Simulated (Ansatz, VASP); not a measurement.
# Ta (Ta(110) monolayer) in two plane-wave programs

One calculation is typed for both programs; each brings its own data sets. How far apart do they land? The cell is taken from a series of runs on this material, whose earlier steps may have relaxed, scaled, displaced or heated it; both programs get it as it stands.

Method: plane waves, with VASP 6.6.1 beside it; single point at PBE, in Ansatz 0.2.0.

## 1. The structure

The cell holds 1 atom: 1 Ta. Cell: a = 2.867 Å, b = 2.867 Å, c = 18.000 Å, α = 90.0°, β = 90.0°, γ = 70.5°. Vacuum lies along c.

## 2. Ansatz: single point, PBE, pair 1

Ansatz runs on its default PAW (the set named soft_2) files.

A single point gives forces, pressure and levels at one fixed geometry, so differences don't come from the geometry; what else differs is listed under the comparison.

The input, input.yaml:

```yaml
crystal:
  lattice:
    - [2.3405234457, -1.655, 0.0]
    - [2.3405234457, 1.655, 0.0]
    - [0.0, 0.0, 18.0]
  atoms:
    - { symbol: Ta, position: [0.0, 0.0, 0.5] }
kpoints:
  mp_grid: { grid: [15, 15, 1] }
hamiltonian:
  xc: pbe
scf:
  occupations: { method: fermi_dirac, width: 0.1 }
  convergence: { dr2_threshold: 1.0e-09 }
efield:
  axis: 3
  dipole_correction: true
  ramp_position: 0.97
  ramp_width: 0.06
output:
  write_potential: true
  write_density: true
  volumetric_format: npy
  elf: true
```

Run with:

```console
ansatz run input.yaml --threads 2 --pin off --max-ram 3072MiB --backend cpu --events-out ev --progress --plain --runs-dir out
```

Numbers of over 12 decimals in the logs are rounded to 6 here.

What it wrote:

```text
Engine: ansatz 0.2.0, aarch64-unknown-linux-gnu
Pseudopotentials: kind: paw
Pseudopotential: Ta, paw, valence charge 13, recommended cutoff 420 eV (normal), Ta.paw.azcp
Functional definition: PBE
  parameter kappa = 0.804
  parameter beta = 0.066725
  exchange = pbe_x(kappa = kappa, mu = beta*pi^2/3)
  correlation = pbe_c(beta = beta)
Crystal: 1 atoms, lattice volume = 139.448 Å³
Basis set: ecut = 420 eV, 2731 PW (Γ)
Bands: 11, of which v1, the nominal top of the filled ones, is band 7 counted from 1 (6 counted from 0)
Symmetry: 4 space group operations
k-points: 64 of 225
Non-local potential: Ta, projectors of the file, l = 0: 3, l = 1: 2, l = 2: 2, l = 3: 1
PAW form: soft (Blöchl's): semilocal exchange-correlation on the pseudo side does not see the compensation charge
PAW one-centre angular grid: Ta, 590 points (default); XC on 64 Gauss nodes
Initial density: superposition of atomic densities (neutral atoms: chi_scale 0, normalization atom), corrected by the library's trained network
Initial wavefunctions: pseudopotential atomic-orbital guess
Functional: x = pbe(κ = 0.804, μ = 0.219515), c = pbe(β = 0.066725)
SCF iter   1: F=—  HF=-9929.408705 eV  |F-HF|=—  |Δ(HF+E_count)|=         —  Δρ=2.66e-3  dr2=1.78e-2  ethr=1.77e-3  p=0.000 e·Å  D=2.51e-16 V/Å  ΔV_dip=-0.00 eV  dr2_dipole=6.71e-11  V_vac-E_F(+/−)=4.25/4.25 eV  ⟨swp⟩=6.0  Hψ=4501  notcnv=0
efield: sawtooth ramp at fractional position 0.9700 (set: `efield.ramp_position`, or a place that a band, a saddle search or an elastic batch's reference lends), width 0.0600; the density the first Hamiltonian is built on has a dipole p = 0.000 e·Å; the dipole correction subtracts the counter field D = 2.51e-16 V/Å, which shifts the + side's vacuum level by -0.00 eV against the − side's; the planar-averaged density in the ramp window peaks in size at 2.1e-5 e/Å³
preconditioner: auto → LDOS  [metal: Δε(μ)=0.019 eV  Ē_g=4.483 eV  σ=0.100 eV  W_gap=0.05  n_scr=10 (ndim 8)  ℏωp=7.0 eV  f_vac=0.719  D(μ)=2.14/eV (n_scr^D=8)  β→1.0]
SCF iter   2: F=—  HF=-9929.411169 eV  |F-HF|=—  |Δ(HF+E_count)|=   2.46e-3  Δρ=1.33e-3  dr2=1.77e-3  ethr=1.37e-4  p=0.000 e·Å  D=1.74e-6 V/Å  ΔV_dip=-0.00 eV  dr2_dipole=7.85e-11  V_vac-E_F(+/−)=4.69/4.69 eV  ⟨swp⟩=2.4  Hψ=1647  notcnv=0
SCF iter   3: F=—  HF=-9929.411417 eV  |F-HF|=—  |Δ(HF+E_count)|=   2.47e-4  Δρ=3.90e-4  dr2=5.35e-4  ethr=1.36e-5  p=0.000 e·Å  D=3.68e-7 V/Å  ΔV_dip=-0.00 eV  dr2_dipole=3.08e-12  V_vac-E_F(+/−)=4.73/4.73 eV  ⟨swp⟩=2.5  Hψ=1144  notcnv=0
SCF iter   4: F=—  HF=-9929.411352 eV  |F-HF|=—  |Δ(HF+E_count)|=   6.50e-5  Δρ=1.11e-4  dr2=3.89e-5  ethr=4.12e-6  p=0.000 e·Å  D=2.04e-7 V/Å  ΔV_dip=-0.00 eV  dr2_dipole=2.13e-12  V_vac-E_F(+/−)=4.77/4.77 eV  ⟨swp⟩=1.4  Hψ=768  notcnv=0
SCF iter   5: F=—  HF=-9929.411375 eV  |F-HF|=—  |Δ(HF+E_count)|=   2.31e-5  Δρ=3.54e-5  dr2=5.16e-6  ethr=3.00e-7  p=-0.000 e·Å  D=-8.38e-8 V/Å  ΔV_dip=0.00 eV  dr2_dipole=2.45e-12  V_vac-E_F(+/−)=4.79/4.79 eV  ⟨swp⟩=2.4  Hψ=900  notcnv=0
SCF iter   6: F=—  HF=-9929.411373 eV  |F-HF|=—  |Δ(HF+E_count)|=   1.72e-6  Δρ=1.34e-5  dr2=1.89e-7  ethr=3.97e-8  p=0.000 e·Å  D=3.84e-8 V/Å  ΔV_dip=-0.00 eV  dr2_dipole=6.85e-13  V_vac-E_F(+/−)=4.79/4.79 eV  ⟨swp⟩=2.1  Hψ=870  notcnv=0
SCF iter   7: F=—  HF=-9929.411375 eV  |F-HF|=—  |Δ(HF+E_count)|=   1.77e-6  Δρ=1.45e-6  dr2=1.47e-9  ethr=1.46e-9  p=-0.000 e·Å  D=-7.64e-8 V/Å  ΔV_dip=0.00 eV  dr2_dipole=1.39e-12  V_vac-E_F(+/−)=4.80/4.80 eV  ⟨swp⟩=2.0  Hψ=880  notcnv=0
SCF iter   8: F=-9929.411375 eV  HF=-9929.411375 eV  |F-HF|=2.00e-11  |Δ(HF+E_count)|=   2.53e-9  Δρ=2.06e-7  dr2=8.71e-11  ethr=7.69e-12  p=0.000 e·Å  D=8.29e-8 V/Å  ΔV_dip=-0.00 eV  dr2_dipole=1.94e-12  V_vac-E_F(+/−)=4.80/4.80 eV  ⟨swp⟩=5.1  Hψ=2539  notcnv=0
SCF 1 converged in 8 iterations: F = -9929.411375 eV  dr2 = 8.71e-11
  greatest PAW one-centre occupation: 0.999 electrons in one spin orbital (limit 2), on the Ta atom at site 0 (counted from 0), in its partial waves of l = 0
WARN: The output density's exchange-correlation potential varies sharply where the density is thin. Do not read a vacuum level from v_tot or v_xc, or from such a field of the output density. On a cell that repeats whose density bears no net charge and no dipole along the vacuum's axis use v_es (v_loc + v_h of the components); under efield.dipole_correction with no amplitude use v_es + v_field, which holds any externa [...]
SCF converged after 8 iterations
Free energy (F): -9929.411375 eV
Harris-Foulkes:  -9929.411375 eV  (|F-HF|=2.00e-11)
Internal energy: -9929.341803 eV  (E = F + TS)
E sigma→0 (E₀):  -9929.376589 eV
Entropy (-TS):   -0.069572 eV (-69.572 meV/atom)
Fermi energy:    -1.538965 eV
Dipole field:    D = -0.000002 V/Å  (p = -0.000002 e·Å, saw-weighted, corrected)
Work function:   Φ+ = 4.7964 eV   Φ− = 4.7964 eV
Levels:          The Fermi level and band energies are counted from a zero that moves with the ramp; work functions are not
--- Per-component energies (eV) ---
  E_band       = -370.055695
  E_kinetic    = 359.237649
  E_local      = -5451.383846  (includes V_loc(G=0)·N_el)
  E_nonlocal   = 14.371771
  E_hartree    = 2508.852243
  E_xc         = -214.274898
  E_vxc        = -198.430449  (∫ρ·V_xc dr)
  E_paw        = -8395.694191  (= ΣΔE_a)
  E_vpaw       = -111.556028  (= ΣTr[D̂ρ^β])
  E_aug_tail   = 0.000146  (compensation charges beyond the density's cutoff)
  E_efield     = 0.000000  (sawtooth field / dipole correction)
  E_vefield    = 0.000000  (∫n·V_field dr)
  E_ewald      = 1249.549323
  E_smearing   = -0.069572  (= −TS)
  E_closure    = 0.000000  (closes the sum)
  Σ components = -9929.411375   (vs F -9929.411375, Δ=0.00e0)
--- Band table (eV; the first three rows and the last of 64) ---
  k-point 0: bands = [... 3 lower, -35.3302, -7.0730, -2.3420, -2.1779, -1.0688, 1.5952, 1.7406, 2.3781]
  k-point 1: bands = [... 3 lower, -35.3499, -6.9209, -2.3100, -2.1062, -1.1367, 1.5574, 1.7332, 2.2989]
  k-point 2: bands = [... 3 lower, -35.3931, -6.4887, -2.2547, -1.8719, -1.3498, 1.5178, 1.7727, 2.1611]
  k-point 63: bands = [... 3 lower, -35.9986, -4.3244, -2.5853, -0.2279, 0.3345, 1.8185, 5.3603, 5.8508]
```

Reading the cycles: dr2 is the Hartree energy of the density residual (eV), the measure of convergence; HF is the Harris–Foulkes estimate of the energy, which meets the free energy F at convergence.

## 3. VASP: single point, PBE, pair 1

The same cell, functional, mesh and smearing now go to VASP, with its own data sets.

Lines of VASP's logs that name or quote its potential files are left out, and so is its time.

The input, INCAR:

```
SYSTEM = Ta
PREC = Accurate
ENCUT = 400
EDIFF = 1E-06
NELM = 120
ISMEAR = -1
SIGMA = 0.1
LREAL = .FALSE.
ALGO = Normal
GGA = PE
NBANDS = 11
LASPH = .TRUE.
LORBIT = 11
LWAVE = .FALSE.
LCHARG = .FALSE.
ISIF = 2
LDIPOL = .TRUE.
IDIPOL = 3
DIPOL = 0.5 0.5 0.5
LVHAR = .TRUE.
GGA_COMPAT = .FALSE.
NELMDL = -8
KPAR = 2
```

The input, POSCAR:

```
Ta
1.0
    2.3405234457     -1.6550000000      0.0000000000
    2.3405234457      1.6550000000      0.0000000000
    0.0000000000      0.0000000000     18.0000000000
Ta
1
Direct
    0.0000000000      0.0000000000      0.5000000000
```

The input, KPOINTS:

```
Automatic mesh
0
Gamma
15 15 1
0 0 0
```

PAW data sets: Ta_pv (PBE family, release 64).

Run with:

```console
mpirun -np 2 vasp_std
```

What it wrote:

```text
[banner, memory and clock lines left out]
running    2 mpi-ranks, on    1 nodes
 distrk:  each k-point on    1 cores,    2 groups
 distr:  one band on    1 cores,    1 groups

 POSCAR found type information on POSCAR Ta
 POSCAR found :  1 types and       1 ions
 LDA part: xc-table for (Slater+PW92), standard interpolation
 POSCAR, INCAR and KPOINTS ok, starting setup
 FFT: planning ... GRIDC
 FFT: planning ... GRID_SOFT
 FFT: planning ... GRID
 WAVECAR not read
 entering main loop
       N       E                     dE             d eps       ncg     rms          rms(c)
DAV:   1     0.208112699259E+02    0.20811E+02   -0.52235E+03  1920   0.559E+02
DAV:   2    -0.768554592860E+01   -0.28497E+02   -0.27199E+02  2035   0.117E+02
DAV:   3    -0.954342538178E+01   -0.18579E+01   -0.17602E+01  1967   0.221E+01
DAV:   4    -0.960658522448E+01   -0.63160E-01   -0.61214E-01  1821   0.311E+00
DAV:   5    -0.960743523606E+01   -0.85001E-03   -0.84887E-03  1797   0.371E-01
DAV:   6    -0.960744814650E+01   -0.12910E-04   -0.12910E-04  1847   0.437E-02
DAV:   7    -0.960744836517E+01   -0.21868E-06   -0.21845E-06  1899   0.487E-03
DAV:   8    -0.960744837209E+01   -0.69192E-08   -0.70295E-08  1575   0.693E-04    0.786E+00
DAV:   9    -0.910485000169E+01    0.50260E+00   -0.47652E-01  1489   0.551E+00    0.365E+00
DAV:  10    -0.897937969841E+01    0.12547E+00   -0.39224E-01  1614   0.476E+00    0.437E-01
DAV:  11    -0.897958232032E+01   -0.20262E-03   -0.10578E-02  1655   0.766E-01    0.259E-01
DAV:  12    -0.897928785513E+01    0.29447E-03   -0.14284E-03  1643   0.249E-01    0.947E-02
DAV:  13    -0.897920161715E+01    0.86238E-04   -0.14555E-04  1797   0.797E-02    0.356E-02
DAV:  14    -0.897916222307E+01    0.39394E-04   -0.13670E-04  1596   0.764E-02    0.280E-02
DAV:  15    -0.897925435503E+01   -0.92132E-04   -0.17092E-05  1469   0.243E-02    0.157E-02
DAV:  16    -0.897930565721E+01   -0.51302E-04   -0.18847E-05  1548   0.213E-02    0.403E-03
DAV:  17    -0.897934148240E+01   -0.35825E-04   -0.93306E-06  1504   0.114E-02    0.565E-03
DAV:  18    -0.897935439681E+01   -0.12914E-04   -0.53186E-07  1268   0.484E-03    0.178E-03
DAV:  19    -0.897937149022E+01   -0.17093E-04   -0.43558E-06  1676   0.506E-03    0.131E-03
DAV:  20    -0.897938343906E+01   -0.11949E-04   -0.47826E-07  1276   0.183E-03    0.602E-04
DAV:  21    -0.897939424420E+01   -0.10805E-04   -0.86228E-07  1267   0.189E-03    0.180E-04
DAV:  22    -0.897939672652E+01   -0.24823E-05   -0.15395E-07  1159   0.858E-04    0.106E-04
DAV:  23    -0.897939746004E+01   -0.73351E-06   -0.53142E-08  1017   0.474E-04
   1 F= -.89793975E+01 E0= -.89445679E+01  d E =-.696591E-01
```

From OUTCAR (step 3):

```text
ion  position               nearest neighbor table
   1  0.000  0.000  0.500-

  LATTYP: Found a base centered orthorhombic cell.
 ALAT       =     3.3100000000
 B/A-ratio  =     1.4142135624
 C/A-ratio  =     5.4380664653

 Subroutine GETGRP returns: Found  8 space group operations
 (whereof  8 operations were pure point group operations)

The static configuration has the point symmetry D_2h.

 Found     64 irreducible k-points:

   k-points           NKPTS =     64   k-points in BZ     NKDIM =     64   number of bands    NBANDS=     11

   dimension x,y,z NGX =    20 NGY =   20 NGZ =  120
   dimension x,y,z NGXF=    40 NGYF=   40 NGZF=  240

   ENCUT  =  400.0 eV  29.40 Ry    5.42 a.u.   4.67  4.67 29.35*2*pi/ulx,y,z

   NELECT =      11.0000    total number of electrons

 k-points in reciprocal lattice and weights: Automatic mesh
   0.00000000  0.00000000  0.00000000       0.004
   0.06666667  0.00000000  0.00000000       0.018
   0.13333333  0.00000000  0.00000000       0.018
   0.20000000  0.00000000  0.00000000       0.018
   0.26666667  0.00000000  0.00000000       0.018
   0.33333333 -0.00000000  0.00000000       0.018
   0.40000000  0.00000000  0.00000000       0.018
   0.46666667  0.00000000  0.00000000       0.018
   0.06666667  0.06666667  0.00000000       0.009
[...]
0.46666667  0.46666667  0.00000000       0.009
  -0.46666667  0.46666667  0.00000000       0.009

 dipolmoment           0.000000      0.000000      0.000000 electrons x Angstroem

 average (electrostatic) potential at core
       1 -46.2487

 E-fermi :  -3.2466

 k-point     1 :       0.0000    0.0000    0.0000
  band No.  band energies     occupation
    ...
      2     -37.3684      2.00000
      3     -37.0845      2.00000
      4      -8.7836      2.00000
      5      -4.0408      1.99929
      6      -3.8939      1.99692
      7      -2.7720      0.01722
      8      -0.1072      0.00000
      9       0.0182      0.00000
     10       0.6585      0.00000
     11       1.1490      0.00000

 k-point     2 :       0.0667    0.0000    0.0000
  band No.  band energies     occupation
    ...
      2     -37.3864      2.00000
      3     -37.1042      2.00000
      4      -8.6312      2.00000
      5      -4.0094      1.99903
      6      -3.8219      1.99368
      7      -2.8406      0.03390
      8      -0.1447      0.00000
      9       0.0125      0.00000
     10       0.5804      0.00000
     11       1.2352      0.00000

 k-point     3 :       0.1333    0.0000    0.0000
  band No.  band energies     occupation
    ...
      2     -37.4486      2.00000
      3     -37.1475      2.00000
      4      -8.1984      2.00000
      5      -3.9559      1.99834
      6      -3.5869      1.93559
      7      -3.0553      0.25714
      8      -0.1838      0.00000
      9       0.0559      0.00000
     10       0.4433      0.00000
     11       1.4929      0.00000

  Total       -4.4317782     -4.9375013     -0.0097734      0.0000000      0.0000000      0.0000000
  in kB      -50.9184419    -56.7288930     -0.1122904      0.0000000      0.0000000      0.0000000
  external PRESSURE =     -35.9198751 kB  Pullay stress =       0.0000000 kB

  energy-cutoff  :      400.00
  volume of cell :      139.45
      direct lattice vectors                 reciprocal lattice vectors
     2.340523446 -1.655000000  0.000000000     0.213627426 -0.302114804  0.000000000
     2.340523446  1.655000000  0.000000000     0.213627426  0.302114804  0.000000000
     0.000000000  0.000000000 18.000000000     0.000000000  0.000000000  0.055555556

 POSITION                                       TOTAL-FORCE (eV/Angst)
 -----------------------------------------------------------------------------------
      0.00000      0.00000      9.00000         0.000000      0.000000      0.000000
 -----------------------------------------------------------------------------------
    total drift:                               -0.000000      0.000000      0.000000

  FREE ENERGIE OF THE ION-ELECTRON SYSTEM (eV)
  ---------------------------------------------------
  free  energy   TOTEN  =        -8.9793974600 eV

  energy  without entropy=       -8.9097383830  energy(sigma->0) =       -8.94456792

 vacuum level on the upper side and lower side of the slab         1.555         1.555

 total charge
# of ion       s       p       d       tot
------------------------------------------
    1        0.367   6.040   2.264   8.671

[... 3 further parts left out ...]
```

This run has no spin polarisation. Its electron count is odd, so without a moment it is a metal by construction.

## 4. Side by side

Known differences besides the potentials themselves: the data sets hold 13 valence electrons in Ansatz (on its default PAW (the set named soft_2) files) and 11 in VASP; the cutoff is 420 eV in Ansatz and 400 eV in VASP. Total energies have different zeros and are not compared.

The two programs side by side:

```tsv
quantity	Ansatz	VASP	difference
work function, lower of the two faces (eV)	4.80	4.80	-0.01
work function, higher of the two faces (eV)	4.80	4.80	-0.01
```

With vacuum in the cell, a pressure given here is an average over mostly empty space and none of the material.

## 5. VASP: single point, PBE, pair 2

A single point gives forces, pressure and levels at one fixed geometry, so differences don't come from the geometry; what else differs is listed under the comparison. This pair takes another cell of the material, with 2 atoms against 1 for the pair before.

Edit INCAR of step 3 so:

```diff
@@ -10,3 +10,3 @@
 GGA = PE
-NBANDS = 11
+NBANDS = 17
 LASPH = .TRUE.
```

The input, POSCAR:

```
Ta
1.0
    2.3405234457     -1.6550000000      0.0000000000
    2.3405234457      1.6550000000      0.0000000000
    0.0000000000      0.0000000000     20.3405234457
Ta
2
Direct
    0.0000000000      1.0000000000      0.4424664893
    0.5000000000      0.5000000000      0.5575335107
```

KPOINTS is that of step 3.

Run with:

```console
mpirun -np 2 vasp_std
```

What it wrote:

```text
[banner, memory and clock lines left out]
running    2 mpi-ranks, on    1 nodes
[...]
LDA part: xc-table for (Slater+PW92), standard interpolation
 POSCAR, INCAR and KPOINTS ok, starting setup
[...]
entering main loop
       N       E                     dE             d eps       ncg     rms          rms(c)
DAV:   1     0.102277251828E+03    0.10228E+03   -0.11155E+04  2736   0.847E+02
DAV:   2    -0.186172544993E+02   -0.12089E+03   -0.11963E+03  2990   0.227E+02
DAV:   3    -0.228674092036E+02   -0.42502E+01   -0.41525E+01  2918   0.395E+01
DAV:   4    -0.229363223281E+02   -0.68913E-01   -0.68364E-01  3047   0.519E+00
[...]
DAV:  22    -0.212750184409E+02   -0.46162E-05   -0.18910E-07  1691   0.135E-03    0.219E-04
DAV:  23    -0.212750209644E+02   -0.25235E-05   -0.12941E-07  1663   0.842E-04    0.234E-04
DAV:  24    -0.212750217622E+02   -0.79785E-06   -0.65160E-08  1666   0.419E-04
   1 F= -.21275022E+02 E0= -.21225492E+02  d E =-.990603E-01
```

Parts of OUTCAR (step 5):

```text
  Total       -4.1682299     -3.8853447     -2.2140057      0.0000000      0.0000000      0.0000000
  in kB      -42.3798227    -39.5036317    -22.5105555      0.0000000      0.0000000      0.0000000
  external PRESSURE =     -34.7980033 kB  Pullay stress =       0.0000000 kB

 POSITION                                       TOTAL-FORCE (eV/Angst)
 -----------------------------------------------------------------------------------
      0.00000      0.00000      9.00000        -0.000000      0.000000      0.936882
      2.34052      0.00000     11.34052         0.000000      0.000000     -0.936882
 -----------------------------------------------------------------------------------
    total drift:                               -0.000000      0.000000     -0.000000

  FREE ENERGIE OF THE ION-ELECTRON SYSTEM (eV)
  ---------------------------------------------------
  free  energy   TOTEN  =       -21.2750217622 eV

  energy  without entropy=      -21.1759614910  energy(sigma->0) =      -21.22549163

[... 3 further parts left out ...]
[key lines of the parts left out:]
E-fermi :  -2.1337
```

## 6. Ansatz: single point, PBE, pair 2

The same cell, functional, mesh and smearing now go to Ansatz, which takes its cutoff from its data sets.

The cell is taken from a series of runs on this material, whose earlier steps may have relaxed, scaled, displaced or heated it; both programs get it as it stands.

input.yaml, the sections that differ from step 2:

```yaml
crystal:
  lattice:
    - [2.3405234457, -1.655, 0.0]
    - [2.3405234457, 1.655, 0.0]
    - [0.0, 0.0, 20.3405234457]
  atoms:
    - { symbol: Ta, position: [0.0, 0.0, 0.4424664893] }
    - { symbol: Ta, position: [0.5, 0.5, 0.5575335107] }
output:
  write_potential: true
  write_density: true
  volumetric_format: npy
# kpoints, hamiltonian, scf, efield: as in step 2
```

Run with:

```console
ansatz run input.yaml --threads 2 --pin off --max-ram 3072MiB --backend cpu --events-out ev --progress --plain --runs-dir out
```

What it wrote:

```text
[...]
Crystal: 2 atoms, lattice volume = 157.581 Å³
Basis set: ecut = 420 eV, 3085 PW (Γ)
Bands: 17, of which v1, the nominal top of the filled ones, is band 13 counted from 1 (12 counted from 0)
Symmetry: 4 space group operations
k-points: 64 of 225
[...]
k-point 0: bands = [... 9 lower, -3.9514, -0.4485, 0.2635, 0.6514, 0.7753, 1.5974, 2.6575, 3.9881]
  k-point 1: bands = [... 9 lower, -3.8006, -0.4236, 0.2287, 0.6520, 0.8635, 1.4587, 2.6851, 3.9134]
  k-point 2: bands = [... 9 lower, -3.3815, -0.3769, 0.1349, 0.5703, 1.0567, 1.2375, 2.7796, 3.8502]
  k-point 63: bands = [... 9 lower, -2.3123, -1.9625, 0.4216, 1.2876, 2.7865, 3.5150, 3.9235, 4.2630]
[key lines of the parts left out:]
SCF converged after 8 iterations
Free energy (F): -19862.138638 eV
Fermi energy:    0.876621 eV
Dipole field:    D = -0.000000 V/Å  (p = -0.000000 e·Å, saw-weighted, corrected)
Work function:   Φ+ = 4.7013 eV   Φ− = 4.7012 eV
```

## 7. Differences

What differs besides the data sets and the points named for the pairs above, as far as they apply: the data sets hold 26 valence electrons in Ansatz (on its default PAW (the set named soft_2) files) and 22 in VASP. Total energies have different zeros and are not compared.

The two programs side by side:

```tsv
quantity	Ansatz	VASP	difference
work function, lower of the two faces (eV)	4.70	4.70	0.00
work function, higher of the two faces (eV)	4.70	4.70	0.00
```

With vacuum in the cell, a pressure given here is an average over mostly empty space and none of the material.

[end of part 1 of 2]

[Lines on the potential files, build, host, timing and source positions are cut from VASP's logs without a mark.]

[Logs are printed without paths, hosts, clocks, repeated set-up lines and the standing remarks that a program may print on its own settings, such as how far it seeks lower states.]

[Hosts, paths, dates, database ids (printed as entryN), source tags and the programs' standing remarks are cut or masked in the printed files.]
